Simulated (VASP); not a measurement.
Output of a VASP run:

**OSZICAR**
```
...
   1 F= -.43742572E+02 E0= -.43742572E+02  d E =-.437426E+02
       N       E                     dE             d eps       ncg     rms          rms(c)
DAV:   1    -0.437549005878E+02   -0.12329E-01   -0.97367E+00  1200   0.264E+01    0.938E-01
DAV:   2    -0.437734178984E+02   -0.18517E-01   -0.27552E-01  1416   0.408E+00    0.443E-01
DAV:   3    -0.437682178658E+02    0.52000E-02   -0.48141E-03  1432   0.728E-01    0.202E-01
DAV:   4    -0.437673317085E+02    0.88616E-03   -0.45080E-03  1392   0.595E-01    0.485E-02
DAV:   5    -0.437673550400E+02   -0.23331E-04   -0.78046E-04  1344   0.242E-01    0.256E-02
DAV:   6    -0.437673469969E+02    0.80431E-05   -0.35317E-05  1344   0.595E-02    0.123E-02
DAV:   7    -0.437673467619E+02    0.23494E-06   -0.34726E-06  1348   0.182E-02    0.479E-03
DAV:   8    -0.437673470216E+02   -0.25973E-06   -0.18263E-06  1376   0.127E-02    0.239E-03
DAV:   9    -0.437673469483E+02    0.73353E-07   -0.85300E-07  1320   0.876E-03
   2 F= -.43767347E+02 E0= -.43767347E+02  d E =-.247754E-01
       N       E                     dE             d eps       ncg     rms          rms(c)
DAV:   1    -0.437677153994E+02   -0.36838E-03   -0.63827E-01  1208   0.675E+00    0.238E-01
DAV:   2    -0.437688847042E+02   -0.11693E-02   -0.17823E-02  1416   0.104E+00    0.115E-01
DAV:   3    -0.437685373346E+02    0.34737E-03   -0.32467E-04  1412   0.189E-01    0.510E-02
DAV:   4    -0.437684845422E+02    0.52792E-04   -0.29351E-04  1396   0.151E-01    0.127E-02
DAV:   5    -0.437684881255E+02   -0.35833E-05   -0.68467E-05  1344   0.746E-02    0.920E-03
DAV:   6    -0.437684848411E+02    0.32844E-05   -0.73788E-06  1328   0.293E-02    0.293E-03
DAV:   7    -0.437684850773E+02   -0.23618E-06   -0.10849E-06  1380   0.744E-03    0.217E-03
DAV:   8    -0.437684850610E+02    0.16309E-07   -0.59240E-08   700   0.244E-03
   3 F= -.43768485E+02 E0= -.43768485E+02  d E =-.259135E-01
       N       E                     dE             d eps       ncg     rms          rms(c)
DAV:   1    -0.437800682336E+02   -0.11583E-01   -0.83223E-01  1296   0.798E+00    0.687E-01
DAV:   2    -0.437746338033E+02    0.54344E-02   -0.13067E-02  1388   0.961E-01    0.384E-01
DAV:   3    -0.437714324261E+02    0.32014E-02   -0.41155E-03  1396   0.572E-01    0.291E-02
DAV:   4    -0.437714692564E+02   -0.36830E-04   -0.38129E-04  1364   0.153E-01    0.258E-02
DAV:   5    -0.437714725549E+02   -0.32985E-05   -0.17628E-05  1380   0.421E-02    0.388E-03
DAV:   6    -0.437714729506E+02   -0.39575E-06   -0.39352E-06  1376   0.162E-02    0.315E-03
DAV:   7    -0.437714730227E+02   -0.72063E-07   -0.28071E-07  1160   0.443E-03
   4 F= -.43771473E+02 E0= -.43771473E+02  d E =-.298796E-02
       N       E                     dE             d eps       ncg     rms          rms(c)
DAV:   1    -0.437724619178E+02   -0.98897E-03   -0.54709E-02  1304   0.204E+00    0.176E-01
DAV:   2    -0.437720989948E+02    0.36292E-03   -0.86244E-04  1380   0.247E-01    0.988E-02
DAV:   3    -0.437718854489E+02    0.21355E-03   -0.27213E-04  1392   0.147E-01    0.740E-03
DAV:   4    -0.437718882564E+02   -0.28076E-05   -0.25447E-05  1368   0.395E-02    0.683E-03
DAV:   5    -0.437718887264E+02   -0.46994E-06   -0.90448E-07  1376   0.942E-03    0.124E-03
DAV:   6    -0.437718888300E+02   -0.10360E-06   -0.22301E-07   916   0.387E-03    0.753E-04
DAV:   7    -0.437718888988E+02   -0.68834E-07   -0.28463E-08   700   0.132E-03
   5 F= -.43771889E+02 E0= -.43771889E+02  d E =-.340384E-02
```

OUTCAR:
```
------------------------ aborting loop because EDIFF is reached ----------------------------------------
  FORCE on cell =-STRESS in cart. coord.  units (eV):
  Direction    XX          YY          ZZ          XY          YZ          ZX
  --------------------------------------------------------------------------------------
  Total       -3.7038209     -3.7038209     -3.6995053      0.0000000      0.0000000      0.0000000
  in kB     -113.8184557   -113.8184557   -113.6858377      0.0000000      0.0000000      0.0000000
  external PRESSURE =    -113.7742497 kB  Pullay stress =       0.0000000 kB
  volume of cell :       52.14
      direct lattice vectors                 reciprocal lattice vectors
     4.383488165  0.000000000  0.000000000     0.228128824 -0.000000000  0.000000000
     0.000000000  4.383488165  0.000000000    -0.000000000  0.228128824  0.000000000
     0.000000000  0.000000000  2.713364815     0.000000000  0.000000000  0.368546092
 POSITION                                       TOTAL-FORCE (eV/Angst)
 -----------------------------------------------------------------------------------
      0.00000      0.00000      0.00000        -0.000000     -0.000000      0.000000
      2.19174      2.19174      1.35668        -0.000000     -0.000000      0.000000
      1.36496      1.36496      0.00000         0.000288      0.000288      0.000000
      3.55670      0.82678      1.35668         0.000288     -0.000288      0.000000
      0.82678      3.55670      1.35668        -0.000288      0.000288      0.000000
      3.01853      3.01853      0.00000        -0.000288     -0.000288      0.000000
 -----------------------------------------------------------------------------------
    total drift:                                0.000000      0.000000     -0.000000
  FREE ENERGIE OF THE ION-ELECTRON SYSTEM (eV)
  ---------------------------------------------------
  free  energy   TOTEN  =       -43.7718888988 eV

  energy  without entropy=      -43.7718888988  energy(sigma->0) =      -43.77188890

 reached required accuracy - stopping structural energy minimisation
```
(Selected blocks of OUTCAR.)

File POSCAR:
```
SiO2
1
    4.3518721363     0.0000000000     0.0000000000
    0.0000000000     4.3518721363     0.0000000000
    0.0000000000     0.0000000000     2.7529328138
Si O
2 4
Direct
  0.0000000000   0.0000000000   0.0000000000
  0.5000000000   0.5000000000   0.5000000000
  0.3074851788   0.3074851788   0.0000000000
  0.8074851788   0.1925148212   0.5000000000
  0.1925148212   0.8074851788   0.5000000000
  0.6925148212   0.6925148212   0.0000000000
```

Question: Reconstruct the remaining input files.

Answer: One answer among several that fit: the input of the run itself, RPBE GGA, plane waves, VASP's PBE PAW potentials (set 64).

**INCAR**
```
SYSTEM = SiO2
PREC = Accurate
ENCUT = 520
EDIFF = 1E-7
NELM = 100
ALGO = Normal
LREAL = .FALSE.
LASPH = .TRUE.
ISMEAR = 0
SIGMA = 0.05
GGA = RP
LWAVE = .FALSE.
LCHARG = .FALSE.
ISIF = 4
IBRION = 2
NSW = 30
EDIFFG = -0.01
```

File KPOINTS:
```
Regular mesh
0
Gamma
  5 5 8
```

POTCAR, in this order: Si O (PBE.64 set). Program: vasp_std.

The compound is SiO2 in the rutile structure, stishovite, a high-pressure form. This cell is one point of a volume scan, at 1.06 of the reference volume. Symmetry was kept, so distortions that lower it aren't found.
